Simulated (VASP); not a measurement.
Crystal: GaBiSe3.

```xyz
10
Lattice="3.4200 1.9745 6.3133 -3.4200 1.9745 6.3133 0.0000 -3.9491 6.3133" Properties=species:S:1:pos:R:3 pbc="T T T"
Ga    0.0000    0.0000   16.1672
Ga    0.0000    0.0000    2.7728
Bi    0.0000    0.0000   12.2106
Bi    0.0000    0.0000    6.7294
Se    1.3287    2.1126   10.9555
Se   -2.4939    0.0944   10.9555
Se    1.1652   -2.2069   10.9555
Se   -1.3287   -2.1126    7.9845
Se    2.4939   -0.0944    7.9845
Se   -1.1652    2.2069    7.9845
```

The cell was built by a generator and needn't be a form met in nature.

| Quantity | Value |
| --- | --- |
| Program | VASP 6.6.1 |
| Task | relaxation of cell and atoms |
| Functional | PBE |
| Potentials or basis | VASP PAW PBE potentials, release 64 (Ga_d, Bi_d, Se) |
| Cutoff | 520 eV |
| k mesh | 3 × 3 × 3 |
| Occupations | gaussian, width 0.15 eV |
| Spin | no spin polarisation |

At the start: pressure 3.8 GPa; volume 25.58 Å³/atom.

Where does the relaxation end?

Over 10 steps the energy falls by 37.6 meV/atom and the volume is 27.01 Å³/atom (+5.6 %); space group R-3 (No. 148, to 0.05 Å).

The path:
| step | energy change (eV) | largest force (eV/Å) | pressure (GPa) | volume (Å³) |
| --- | --- | --- | --- | --- |
| 1 | 0.0000 | 0.7161 | 3.84 | 255.80 |
| 2 | -0.2377 | 0.3376 | -1.75 | 279.17 |
| 3 | -0.2603 | 0.4037 | -0.68 | 273.37 |
| 4 | -0.3174 | 0.2769 | -0.63 | 271.73 |
| 5 | -0.3577 | 0.1380 | 0.26 | 268.40 |
| 6 | -0.3587 | 0.1779 | 0.22 | 268.91 |
| 7 | -0.3587 | 0.1150 | 0.27 | 268.77 |
| 8 | -0.3689 | 0.0924 | 0.00 | 270.54 |
| 9 | -0.3709 | 0.0820 | -0.27 | 271.88 |
| 10 | -0.3763 | 0.0576 | -0.09 | 270.09 |

Final structure:
```
Ga Bi Se
1.0
     3.47884    2.00851    6.44250
    -3.47884    2.00851    6.44250
     0.00000   -4.01702    6.44250
Ga Bi Se
2 2 6
Direct
  0.84921 0.84921 0.84921
  0.15079 0.15079 0.15079
  0.64452 0.64452 0.64452
  0.35548 0.35548 0.35548
  0.95461 0.55027 0.21713
  0.21713 0.95461 0.55027
  0.55027 0.21713 0.95461
  0.04539 0.44973 0.78287
  0.78287 0.04539 0.44973
  0.44973 0.78287 0.04539
```
